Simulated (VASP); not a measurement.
## W (Tungsten): structure and properties in VASP

Aim: relax W (Tungsten) with PBE, compute its properties on that cell and hold them against experiment. The steps: relaxing cell and atoms (PBE), single point with fields (PBE), band structure (PBE), density of states (PBE), volume scan with PBE, fit for PBE, elastic constants (PBE), core levels (PBE) and band structure (PBE + SOC). The start is a cell from a database of measured crystal structures.

Program: VASP 6.6.1. Level of theory: PBE; plane waves and PAW (W), in the first sound run; inputs show where later runs differ. Results are calculated unless marked as measured.

**What experiment says.**

For W, body-centred cubic (as-printed pure W, laser powder bed fusion), “Alloying Effects on the Microstructure and Properties of Laser Additively Manufactured Tungsten Materials” (2023, arxiv:2311.02034) gives, by synchrotron XRD, Rietveld refinement: lattice constant a (a of BCC W) 3.16047 ± 6e-05 Å [as-printed laser additively manufactured sample, below full density, with slight …].

Report form: the programs' logs are mostly left out.

**1. Starting point**

Before any relaxation, the start is as follows. It takes space group Im-3m (No. 229, cubic). Conventional cell: a = 3.165 Å, b = 3.165 Å, c = 3.165 Å, α = 90.00°, β = 90.00°, γ = 90.00°. Nearest to W lie 8 W at 2.74 Å.

**2. Relaxing cell and atoms (PBE)**

Properties are meant for the cell that this level of theory prefers, so cell and atoms are relaxed first (ISIF = 3) until forces and stress are small; EDIFFG sets the threshold. PBE, the usual starting point, adds the gradient of the density.

The input, INCAR:

```
SYSTEM = W
PREC = Accurate
ENCUT = 400
EDIFF = 1E-06
NELM = 100
ISMEAR = 1
SIGMA = 0.2
LREAL = .FALSE.
ALGO = Normal
GGA = PE
NBANDS = 9
LORBIT = 11
LWAVE = .FALSE.
LCHARG = .FALSE.
KPAR = 2
IBRION = 2
NSW = 60
ISIF = 3
EDIFFG = -0.01
```

The input, POSCAR:

```
W
1.0
   -1.5823450000      1.5823450000      1.5823450000
    1.5823450000     -1.5823450000      1.5823450000
    1.5823450000      1.5823450000     -1.5823450000
W
1
Direct
    0.0000000000      0.0000000000      0.0000000000
```

The input, KPOINTS:

```
Automatic mesh
0
Gamma
9 9 9
0 0 0
```

The projector-augmented-wave data sets are W (PBE family, release 64).

Run with:

```bash
> mpirun -np 2 vasp_std
```

It took 4.2 s on 2 MPI ranks of AMD EPYC 7R43, shared host; peak memory 0.19 GiB.

The k-mesh is coarse for a metal. The data set W keeps the semicore shell frozen, which is cheaper and a little less accurate. The run keeps the 48 symmetry operations of its start, so it cannot find a distortion of lower symmetry.

Step by step:

| step | energy less that of the first step (eV) | largest force (eV/Å) | pressure (GPa) | volume (Å³) |
| --- | --- | --- | --- | --- |
| 1 | 0.0000 | 0.0000 | 1.79 | 15.85 |
| 2 | 0.0056 | 0.0000 | -5.96 | 16.26 |
| 3 | -0.0005 | 0.0000 | 0.00 | 15.94 |

| conventional cell, symmetrised | before | after | change |
| --- | --- | --- | --- |
| a (Å) | 3.165 | 3.171 | +0.2 % |
| b (Å) | 3.165 | 3.171 | +0.2 % |
| c (Å) | 3.165 | 3.171 | +0.2 % |
| volume (Å³/atom) | 15.85 | 15.94 | +0.6 % |

The relaxed structure:

```xyz
1
Lattice="-1.5853 1.5853 1.5853 1.5853 -1.5853 1.5853 1.5853 1.5853 -1.5853" Properties=species:S:1:pos:R:3 pbc="T T T"
W     0.0000    0.0000    0.0000
```

This step gave:

- electrons: 6
- bands: 9
- irreducible k-points: 35
- symmetry operations: 48
- free energy (TOTEN): -13.03 eV
- energy at zero smearing: -13.03 eV
- Fermi energy: 7.818 eV
- pressure: 0.003266 GPa
- metallic: yes
- SCF cycles over all ionic steps: 24

It ends with forces that vanish by symmetry and a pressure of 0.00 GPa. The volume lies +0.6 % from that of the database's start.

**3. Single point with fields (PBE)**

The relaxed cell gets a fresh self-consistent run, on a basis set for its own volume, to fix the density and to check the remaining stress.

Edit INCAR of step 2 so:

```diff
@@ -13,7 +13,5 @@
 LWAVE = .FALSE.
-LCHARG = .FALSE.
-KPAR = 2
-IBRION = 2
-NSW = 60
-ISIF = 3
-EDIFFG = -0.01
+LCHARG = .TRUE.
+ISIF = 2
+LELF = .TRUE.
+LVHAR = .TRUE.
```

The input, POSCAR:

```
W
1.0
   -1.5853068471      1.5853068471      1.5853068471
    1.5853068471     -1.5853068471      1.5853068471
    1.5853068471      1.5853068471     -1.5853068471
W
1
Direct
    0.0000000000      0.0000000000      0.0000000000
```

KPOINTS is that of step 2.

Run with:

```bash
> mpirun -np 2 vasp_std
```

Elapsed: 2.8 s, on 2 MPI ranks; peak memory 0.15 GiB.

This step gave:

| Quantity | Value |
| --- | --- |
| SCF cycles | 12 |
| bands | 10 |
| pressure | 0.006623 GPa |

Valence electrons inside each PAW sphere by angular momentum. Sphere charges, by row:

| atom | s (e) | p (e) | d (e) | tot (e) |
| --- | --- | --- | --- | --- |
| W1 | 0.676 | 0.716 | 4.152 | 5.545 |

Valence density in the ac plane of the conventional cell at fractional y = 0.000, with atoms of W within 0.2 Å of it. It is the smooth field of the valence electrons, not physical close to the nuclei.

Values in e/Å³, 14 rows by 14 columns, each cell a mean:
```
0.77 0.71 0.58 0.46 0.36 0.29 0.27 0.26 0.27 0.31 0.38 0.49 0.62 0.73
0.61 0.63 0.60 0.49 0.37 0.30 0.27 0.27 0.28 0.32 0.40 0.53 0.62 0.62
0.46 0.51 0.52 0.45 0.36 0.30 0.28 0.27 0.28 0.32 0.38 0.48 0.53 0.49
0.37 0.39 0.40 0.37 0.33 0.30 0.28 0.28 0.28 0.30 0.34 0.38 0.40 0.38
0.30 0.31 0.32 0.31 0.30 0.29 0.27 0.27 0.28 0.29 0.30 0.32 0.32 0.31
0.26 0.27 0.28 0.28 0.28 0.27 0.27 0.26 0.27 0.28 0.28 0.28 0.28 0.27
0.26 0.26 0.27 0.28 0.27 0.27 0.26 0.26 0.26 0.27 0.28 0.27 0.27 0.26
0.26 0.27 0.28 0.28 0.28 0.27 0.26 0.26 0.27 0.27 0.28 0.28 0.27 0.27
0.28 0.29 0.30 0.30 0.29 0.28 0.27 0.27 0.27 0.29 0.30 0.30 0.30 0.29
0.34 0.36 0.37 0.35 0.32 0.29 0.28 0.27 0.28 0.30 0.33 0.36 0.37 0.36
0.43 0.47 0.49 0.43 0.35 0.30 0.28 0.28 0.28 0.31 0.37 0.45 0.49 0.46
0.55 0.59 0.59 0.49 0.37 0.30 0.28 0.27 0.28 0.32 0.40 0.52 0.60 0.58
0.74 0.69 0.59 0.47 0.36 0.29 0.27 0.26 0.27 0.31 0.39 0.51 0.63 0.71
0.85 0.74 0.55 0.43 0.34 0.28 0.26 0.26 0.26 0.30 0.37 0.46 0.61 0.77
```
Columns run along a (3.2 Å), rows up along c (3.2 Å), edges of the conventional cell, whose origin can differ from the input's. Atoms in or near the plane, at fractional coordinates: W at (0.00, 0.00).

Electrostatic potential energy in the ac plane of the conventional cell at fractional y = 0.000, with atoms of W within 0.2 Å of it. With pseudopotentials it is smooth inside the atoms' cores, unlike the true potential.

Ten even steps from '_' (-32 eV) to '@' (1 eV), each cell a mean:
```
____..--++%%@@@@@@##++::____
__..::==**%%@@@@@@##++--::__
::--==++##@@@@@@@@%%##++--::
==++**##%%@@@@@@@@@@%%##++++
####%%%%@@@@@@@@@@@@@@%%####
@@@@@@@@@@@@@@@@@@@@@@@@@@@@
@@@@@@@@@@@@@@@@@@@@@@@@@@@@
@@@@@@@@@@@@@@@@@@@@@@@@@@@@
##%%%%@@@@@@@@@@@@@@@@@@%%%%
++++**##%%@@@@@@@@@@%%##**++
----==**##@@@@@@@@%%##++==--
....--==**%%@@@@@@%%**==::..
____..--++%%@@@@@@##++--..__
____..--++##@@@@@@##==::____
```
Columns run along a (3.2 Å; values clipped at the 3rd and 97th percentile), rows up along c (3.2 Å), edges of the conventional cell, whose origin can differ from the input's. Atoms in or near the plane, at fractional coordinates: W at (0.00, 0.00).

ELF in the ac plane of the conventional cell at fractional y = 0.000, with atoms of W within 0.2 Å of it. It is the smooth field of the valence electrons, not physical close to the nuclei.

Ten even steps from '_' (0.00) to '@' (0.53), each cell a mean:
```
______..::==**%%**--::______
____..::--++##@@##++--::____
__..--==++##@@@@%%##++==::__
..::==**##%%@@@@@@%%##++--::
----++##%%@@@@@@@@@@%%##++--
++**%%@@@@@@%%%%%%@@@@%%##**
##%%@@@@@@@@%%%%%%@@@@@@@@%%
**##%%@@@@@@%%%%%%@@@@@@##**
--==**%%@@@@@@@@@@@@%%##++==
..::==**##@@@@@@@@%%##++--::
__..--++**%%@@@@@@##**==::..
____..--==**%%@@%%++==--..__
______..::==##%%**--::..____
________..--**##++--..______
```
Columns run along a (3.2 Å), rows up along c (3.2 Å), edges of the conventional cell, whose origin can differ from the input's. Atoms in or near the plane, at fractional coordinates: W at (0.00, 0.00).

In this run the pressure is 0.01 GPa, small enough to go on.

**4. Band structure (PBE)**

Levels along the symmetry lines show where the bands peak and cross; KPOINTS_OPT computes them in the converged potential.

The input, INCAR:

```
SYSTEM = W
PREC = Accurate
ENCUT = 400
EDIFF = 1E-06
NELM = 100
ISMEAR = 1
SIGMA = 0.2
LREAL = .FALSE.
ALGO = Normal
GGA = PE
NBANDS = 14
LORBIT = 11
LWAVE = .FALSE.
LCHARG = .FALSE.
KPAR = 2
```

POSCAR is that of step 3.

KPOINTS is that of step 3.

The input, KPOINTS_OPT:

```
Line mode
16
Line-mode
Reciprocal
  0.00000000   0.00000000   0.00000000 GAMMA
  0.50000000  -0.50000000   0.50000000 H

  0.50000000  -0.50000000   0.50000000 H
  0.00000000   0.00000000   0.50000000 N

  0.00000000   0.00000000   0.50000000 N
  0.00000000   0.00000000   0.00000000 GAMMA

  0.00000000   0.00000000   0.00000000 GAMMA
  0.25000000   0.25000000   0.25000000 P

  0.25000000   0.25000000   0.25000000 P
  0.50000000  -0.50000000   0.50000000 H

  0.25000000   0.25000000   0.25000000 P
  0.00000000   0.00000000   0.50000000 N
```

Run with:

```bash
> mpirun -np 2 vasp_std
```

Run time: 5.6 s. Hardware: 2 MPI ranks; peak memory 0.18 GiB.

Spin-orbit coupling is off here; with elements this heavy it splits and shifts levels by tenths of an eV or more.

This step gave:

```
bands    : 14
pressure : 0.006089 GPa
```

Electronic bands along the path, in eV, zero at the Fermi level; # counts the bands kept:

| point | #1 | #2 | #3 | #4 | #5 | #6 |
| --- | --- | --- | --- | --- | --- | --- |
| Γ | -9.64 | -1.29 | -1.29 | -1.29 | 2.15 | 2.15 |
| 0.47 of the way | -5.65 | -2.45 | -0.78 | -0.78 | 0.99 | 3.40 |
| H | -5.84 | -5.84 | 5.02 | 5.02 | 5.02 | 8.27 |
| 0.47 of the way | -4.88 | -3.99 | -0.37 | 0.24 | 5.44 | 7.37 |
| N | -6.28 | -3.60 | 0.62 | 2.04 | 3.00 | 5.99 |
| 0.47 of the way | -7.05 | -2.70 | -1.91 | 1.60 | 1.81 | 2.39 |
| Γ | -9.64 | -1.29 | -1.29 | -1.29 | 2.15 | 2.15 |
| 0.47 of the way | -6.49 | -2.84 | -2.84 | 2.13 | 2.13 | 3.10 |
| P | -3.03 | -3.03 | -3.03 | 3.17 | 3.17 | 6.62 |
| 0.53 of the way | -3.74 | -3.74 | -3.00 | 2.83 | 2.83 | 8.96 |
| H | -5.84 | -5.84 | 5.02 | 5.02 | 5.02 | 8.27 |
| jump to P | -3.03 | -3.03 | -3.03 | 3.17 | 3.17 | 6.62 |
| 0.53 of the way | -5.06 | -3.65 | -0.98 | 2.50 | 3.07 | 8.23 |
| N | -6.28 | -3.60 | 0.62 | 2.04 | 3.00 | 5.99 |

There is no gap at this level.

**5. Density of states (PBE)**

Here the states are counted by energy and projected on the atoms. The mesh is finer than in the run before.

Edit INCAR of step 4 so:

```diff
@@ -5,3 +5,3 @@
 NELM = 100
-ISMEAR = 1
+ISMEAR = -5
 SIGMA = 0.2
@@ -15 +15,2 @@
 KPAR = 2
+NEDOS = 2001
```

POSCAR is that of step 4.

The input, KPOINTS:

```
Automatic mesh
0
Gamma
13 13 13
0 0 0
```

Run with:

```bash
> mpirun -np 2 vasp_std
```

It took 7 s on 2 MPI ranks; peak memory 0.2 GiB; 13 s of CPU time.

With tetrahedra the forces and stress of a metal are not exact derivatives of the energy.

This step gave:

- SCF cycles: 11
- irreducible k-points: 84
- free energy (TOTEN): -13.02 eV
- Fermi energy: 7.797 eV
- pressure: 0.6162 GPa
- DOS at the Fermi level: 0.3681 states/eV/cell

The density of states has structure finer than the step of the table below, so its rows give means over 0.5 eV, whole bins alone (the curve runs from -11.8 to 7.99 eV). Peaks (eV: height): total -4.77: 1.23, -3.26: 2.75, -2.00: 2.13, 3.04: 3.92; W d -4.63: 0.846, -3.26: 2.33, -2.00: 1.57, 3.04: 3.65; W p -4.63: 0.114, -3.26: 0.276, -2.04: 0.355, 3.04: 0.084; W s -6.04: 0.282, -2.00: 0.0524, 3.04: 0.0955.

States under -11.8 eV and over 8.0 eV are left out. Table of density of states by energy, zero at the Fermi level; means over each step; values in states/eV/cell:

| energy (eV) | total | W d | W p | W s |
| --- | --- | --- | --- | --- |
| -10.0 | 0 | 0 | 0 | 0 |
| -9.5 | 0.00917 | 0 | 1.8e-4 | 0.00772 |
| -9.0 | 0.0425 | 1.8e-4 | 0.00180 | 0.0346 |
| -8.5 | 0.0656 | 0.00110 | 0.00457 | 0.0509 |
| -8.0 | 0.0901 | 0.00314 | 0.00841 | 0.0663 |
| -7.5 | 0.118 | 0.00795 | 0.0136 | 0.0811 |
| -7.0 | 0.160 | 0.0185 | 0.0206 | 0.100 |
| -6.5 | 0.242 | 0.0518 | 0.0313 | 0.131 |
| -6.0 | 0.607 | 0.276 | 0.0511 | 0.229 |
| -5.5 | 0.776 | 0.437 | 0.0646 | 0.207 |
| -5.0 | 1.04 | 0.677 | 0.0883 | 0.181 |
| -4.5 | 0.938 | 0.657 | 0.0853 | 0.112 |
| -4.0 | 0.375 | 0.278 | 0.0407 | 0.0204 |
| -3.5 | 1.31 | 1.13 | 0.114 | 0.00675 |
| -3.0 | 1.50 | 1.27 | 0.130 | 0.0111 |
| -2.5 | 1.08 | 0.836 | 0.146 | 0.0238 |
| -2.0 | 1.75 | 1.29 | 0.289 | 0.0421 |
| -1.5 | 1.00 | 0.744 | 0.169 | 0.0220 |
| -1.0 | 0.416 | 0.257 | 0.105 | 0.0125 |
| -0.5 | 0.337 | 0.225 | 0.0743 | 0.00708 |
| 0.0 | 0.389 | 0.305 | 0.0492 | 0.00546 |
| 0.5 | 0.695 | 0.588 | 0.0414 | 0.0171 |
| 1.0 | 0.875 | 0.755 | 0.0425 | 0.0185 |
| 1.5 | 1.07 | 0.951 | 0.0409 | 0.0163 |
| 2.0 | 1.18 | 1.07 | 0.0395 | 0.0186 |
| 2.5 | 1.19 | 1.10 | 0.0300 | 0.0137 |
| 3.0 | 2.02 | 1.87 | 0.0523 | 0.0408 |
| 3.5 | 0.914 | 0.766 | 0.0718 | 0.0414 |
| 4.0 | 0.646 | 0.515 | 0.0712 | 0.0309 |
| 4.5 | 0.505 | 0.399 | 0.0613 | 0.0206 |
| 5.0 | 0.374 | 0.292 | 0.0497 | 0.0147 |
| 5.5 | 0.287 | 0.214 | 0.0448 | 0.0136 |
| 6.0 | 0.344 | 0.253 | 0.0599 | 0.0144 |
| 6.5 | 0.311 | 0.206 | 0.0718 | 0.0151 |
| 7.0 | 0.308 | 0.178 | 0.0799 | 0.0286 |
| 7.5 | 0.336 | 0.167 | 0.0867 | 0.0534 |

The finer mesh and the other smearing move the Fermi level by -0.02 eV from the 9×9×9 run, a small shift, which tests the Fermi level alone. Of the states within 0.3 eV of the Fermi level, the largest shares in the PAW spheres are W d 78 % and W p 13 %. The rest lies in smaller channels or between the spheres.

**6. Volume scan with PBE, volume scale 0.94**

An equation of state needs energies on both sides of the minimum, all on one mesh and cutoff.

The input, INCAR:

```
SYSTEM = W
PREC = Accurate
ENCUT = 400
EDIFF = 1E-06
NELM = 100
ISMEAR = 1
SIGMA = 0.2
LREAL = .FALSE.
ALGO = Normal
GGA = PE
NBANDS = 9
LORBIT = 11
LWAVE = .FALSE.
LCHARG = .FALSE.
KPAR = 2
ISIF = 2
```

The input, POSCAR:

```
W
1.0
   -1.5529445655      1.5529445655      1.5529445655
    1.5529445655     -1.5529445655      1.5529445655
    1.5529445655      1.5529445655     -1.5529445655
W
1
Direct
    0.0000000000      0.0000000000      0.0000000000
```

The input, KPOINTS:

```
Automatic mesh
0
Gamma
9 9 9
0 0 0
```

Run with:

```bash
> mpirun -np 2 vasp_std
```

The job ended after 2.4 s (2 MPI ranks; peak memory 0.17 GiB; 3.6 s of CPU time).

The scan keeps the cell's shape and the fractional positions fixed.

This step gave:

| Property | Result |
| --- | --- |
| bands | 9 |
| irreducible k-points | 35 |
| free energy (TOTEN) | -12.97 eV |
| energy at zero smearing | -12.97 eV |
| Fermi energy | 8.509 eV |
| pressure | 22.28 GPa |

The pressure here is 22.28 GPa.

**7. Volume scan with PBE, volume scale 0.96**

INCAR is that of step 6.

The input, POSCAR:

```
W
1.0
   -1.5638811551      1.5638811551      1.5638811551
    1.5638811551     -1.5638811551      1.5638811551
    1.5638811551      1.5638811551     -1.5638811551
W
1
Direct
    0.0000000000      0.0000000000      0.0000000000
```

KPOINTS is that of step 6.

Run with:

```bash
> mpirun -np 2 vasp_std
```

It took 2.6 s on 2 MPI ranks; peak memory 0.16 GiB.

Numbers from this step:

```yaml
scf_cycles: 12
free_energy_toten: -13.00 eV
energy_at_zero_smearing: -13.00 eV
fermi_energy: 8.271 eV
pressure: 14.05 GPa
```

The pressure falls from 22.28 to 14.05 GPa.

The run ends at a pressure of 14.05 GPa.

**8. Volume scan with PBE, volume scale 0.98**

INCAR is that of step 7.

The input, POSCAR:

```
W
1.0
   -1.5746668832      1.5746668832      1.5746668832
    1.5746668832     -1.5746668832      1.5746668832
    1.5746668832      1.5746668832     -1.5746668832
W
1
Direct
    0.0000000000      0.0000000000      0.0000000000
```

KPOINTS is that of step 7.

Run with:

```bash
> mpirun -np 2 vasp_std
```

Run time: 2.4 s. Hardware: 2 MPI ranks; peak memory 0.17 GiB.

The pressure falls from 14.05 to 6.64 GPa.

The run ends at a pressure of 6.64 GPa.

**9. Volume scan with PBE, volume scale 1**

INCAR is that of step 8.

The input, POSCAR:

```
W
1.0
   -1.5853068471      1.5853068471      1.5853068471
    1.5853068471     -1.5853068471      1.5853068471
    1.5853068471      1.5853068471     -1.5853068471
W
1
Direct
    0.0000000000      0.0000000000      0.0000000000
```

KPOINTS is that of step 8.

Run with:

```bash
> mpirun -np 2 vasp_std
```

It took 2.6 s on 2 MPI ranks; peak memory 0.17 GiB.

The pressure falls from 6.64 to 0.01 GPa.

The run ends at a pressure of 0.01 GPa.

**10. Volume scan with PBE, volume scale 1.02**

INCAR is that of step 9.

The input, POSCAR:

```
W
1.0
   -1.5958058739      1.5958058739      1.5958058739
    1.5958058739     -1.5958058739      1.5958058739
    1.5958058739      1.5958058739     -1.5958058739
W
1
Direct
    0.0000000000      0.0000000000      0.0000000000
```

KPOINTS is that of step 9.

Run with:

```bash
> mpirun -np 2 vasp_std
```

Elapsed: 2.6 s, on 2 MPI ranks; peak memory 0.17 GiB.

The pressure falls from 0.01 to -5.91 GPa.

The run ends at a pressure of -5.91 GPa.

**11. Volume scan with PBE, volume scale 1.04**

INCAR is that of step 10.

The input, POSCAR:

```
W
1.0
   -1.6061685401      1.6061685401      1.6061685401
    1.6061685401     -1.6061685401      1.6061685401
    1.6061685401      1.6061685401     -1.6061685401
W
1
Direct
    0.0000000000      0.0000000000      0.0000000000
```

KPOINTS is that of step 10.

Run with:

```bash
> mpirun -np 2 vasp_std
```

Elapsed: 2.4 s, on 2 MPI ranks; peak memory 0.17 GiB.

The pressure falls from -5.91 to -11.21 GPa.

The run ends at a pressure of -11.21 GPa.

**12. Volume scan with PBE, volume scale 1.06**

A prediction first. A parabola through the 6 pressures of evenly scaled cells so far, P = 0.00 -314.4 t +736 t² GPa with t = ln(V/V₁) and V₁ the volume at scale 1, gives -15.82 GPa at t = +0.0583.

INCAR is that of step 11.

The input, POSCAR:

```
W
1.0
   -1.6163991888      1.6163991888      1.6163991888
    1.6163991888     -1.6163991888      1.6163991888
    1.6163991888      1.6163991888     -1.6163991888
W
1
Direct
    0.0000000000      0.0000000000      0.0000000000
```

KPOINTS is that of step 11.

Run with:

```bash
> mpirun -np 2 vasp_std
```

Run time: 2.6 s. Hardware: 2 MPI ranks; peak memory 0.17 GiB.

The pressure falls from -11.21 to -15.98 GPa. The parabola predicted -15.82 GPa, +0.17 GPa off.

**13. Side by side**

Times are for 2 MPI ranks of AMD EPYC 7R43, shared host. The runs compared:

| no. | volume scale | energy above the lowest point (meV/atom) | pressure (GPa) | time | memory (GiB) |
| --- | --- | --- | --- | --- | --- |
| 1 | 0.94 | 63.31 | 22.28 | 2.4 s | 0.17 |
| 2 | 0.96 | 27.05 | 14.05 | 2.6 s | 0.16 |
| 3 | 0.98 | 6.49 | 6.636 | 2.4 s | 0.17 |
| 4 | 1 | 0 | 0.006454 | 2.6 s | 0.17 |
| 5 | 1.02 | 5.97 | -5.911 | 2.6 s | 0.17 |
| 6 | 1.04 | 23.03 | -11.21 | 2.4 s | 0.17 |
| 7 | 1.06 | 50.04 | -15.98 | 2.6 s | 0.17 |

**14. Fit for PBE**

This step: Birch-Murnaghan fit, PBE; plane waves and PAW (VASP 6.6.1).

No new run; the numbers come from the runs before.

Numbers from this step:

* pressure derivative of the bulk modulus: 4.783
* r.m.s. error of the fit: 1.05e-5 eV/atom
* minimum inside the sampled range: yes
* bulk modulus: 313.3 GPa
* equilibrium volume of the fit: 15.94 Å³/atom

Energy above the fitted minimum against volume:

| volume (Å³/atom) | energy above the fitted minimum (eV/atom) |
| --- | --- |
| 14.981 | 0.0633 |
| 15.299 | 0.0271 |
| 15.618 | 0.00650 |
| 15.937 | 9.3e-6 |
| 16.256 | 0.00598 |
| 16.574 | 0.0230 |
| 16.893 | 0.0500 |

The fitted volume lies +0.01 % from the relaxed one.

**15. Elastic constants (PBE)**

This step: PBE; plane waves and PAW (W) (VASP 6.6.1).

IBRION = 6 with ISIF = 3 strains the cell both ways at fixed fractional positions, and adds the ions' share afterwards from the force constants. Stress converges slowly with the basis, so the cutoff is raised.

The input, INCAR:

```
SYSTEM = W
PREC = Accurate
ENCUT = 500
EDIFF = 1E-07
NELM = 100
ISMEAR = 1
SIGMA = 0.2
LREAL = .FALSE.
ALGO = Normal
GGA = PE
NBANDS = 9
LORBIT = 11
LWAVE = .FALSE.
LCHARG = .FALSE.
KPAR = 2
IBRION = 6
NFREE = 2
POTIM = 0.015
ISIF = 3
NSW = 1
```

The input, POSCAR:

```
W
1.0
   -1.5853068471      1.5853068471      1.5853068471
    1.5853068471     -1.5853068471      1.5853068471
    1.5853068471      1.5853068471     -1.5853068471
W
1
Direct
    0.0000000000      0.0000000000      0.0000000000
```

The input, KPOINTS:

```
Automatic mesh
0
Gamma
32 32 32
0 0 0
```

Run with:

```bash
> mpirun -np 2 vasp_std
```

Elapsed: 38 min, on 2 MPI ranks; peak memory 3.6 GiB; 76 min of CPU time.

The last energy, forces, stress and levels in OUTCAR belong to the last displaced cell, not to the cell of POSCAR.

Numbers from this step:

```yaml
irreducible_k_points: 897
pressure_of_the_cell: 0.3203 GPa
largest_force_of_the_cell: 0 eV/Å
mechanically_stable: yes
bulk_modulus_voigt: 314.8 GPa
shear_modulus_voigt: 144.8 GPa
bulk_modulus_hill: 314.8 GPa
shear_modulus_hill: 144.2 GPa
young_s_modulus: 375.3 GPa
poisson_s_ratio: 0.3013
```

(Part 1 of 2 ends here.)

[Lines on the potential files, build, host, timing and source positions are cut from VASP's logs without a mark.]

[Logs are printed without paths, hosts, clocks, repeated set-up lines and the standing remarks that a program may print on its own settings, such as how far it seeks lower states.]

[Hosts, paths, dates, database ids (printed as entryN), source tags and the programs' standing remarks are cut or masked in the printed files.]

[Measured values are set beside computed ones only where the two were judged alike; some that the calculation misses by far are left out.]
